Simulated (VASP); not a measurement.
Set up this calculation in VASP 6.6.1, as the native input.

- Task: relaxation of cell and atoms
- Functional: r2SCAN
- Potentials or basis: VASP PAW PBE potentials, release 64 (Rh_pv)
- Cutoff: 600 eV
- k mesh: 18 × 18 × 18
- Occupations: gaussian, width 0.1 eV
- Spin: no spin polarisation
- Further INCAR settings: ALGO = Normal; EDIFF = 1e-07; IBRION = 2; EDIFFG = -0.004; NSW = 80; ISIF = 3

The structure of Rh lies in POSCAR:

```
Rh
1.0
    0.0000000000      1.8978500000      1.8978500000
    1.8978500000      0.0000000000      1.8978500000
    1.8978500000      1.8978500000      0.0000000000
Rh
1
Direct
    0.0000000000      0.0000000000      0.0000000000
```

These files were run (other wordings do the same):

INCAR

```
  ALGO = Normal
  EDIFF = 1E-7
  EDIFFG = -0.004
  ENCUT = 600
  IBRION = 2
  ISIF = 3
  ISMEAR = 0
  LASPH = True
  LCHARG = False
  LMIXTAU = True
  LREAL = False
  LWAVE = False
  METAGGA = R2SCAN
  NELM = 60
  NSW = 80
  PREC = Accurate
  SIGMA = 0.1
```

KPOINTS

```
k-points
0
Gamma
  18 18 18
```

Potentials or basis: VASP PAW PBE potentials, release 64 (Rh_pv).

The run is started by

```sh
$ cat potpaw_PBE.64/Rh_pv/POTCAR > POTCAR
$ mpirun -np 1 vasp_std > vasp.out
```

It gave:

```yaml
Relaxed_volume: 13.77 Å³/atom
Relaxed_cell: a = 2.690 Å, b = 2.690 Å, c = 2.690 Å, α = 60.00°, β = 60.00°, γ = 60.00°
Space_group_after_relaxing_to_0.05_Å: Fm-3m (No. 225)
Energy_gained_by_relaxing: 0.6 meV/atom
Ionic_steps: 3
Pressure_after_relaxing: 0.0 GPa
Band_gap_on_the_k_mesh: none (metal or under the smearing width)
```

Caveat: the PAW data sets were made with another functional, which shifts forces and pressure a little.

It took 4.6 min on 1 thread of Intel(R) Xeon(R) Platinum 8259CL CPU @ 2.50GHz (Skylake/Cascade Lake) (shared host), peak memory 0.18 GiB.
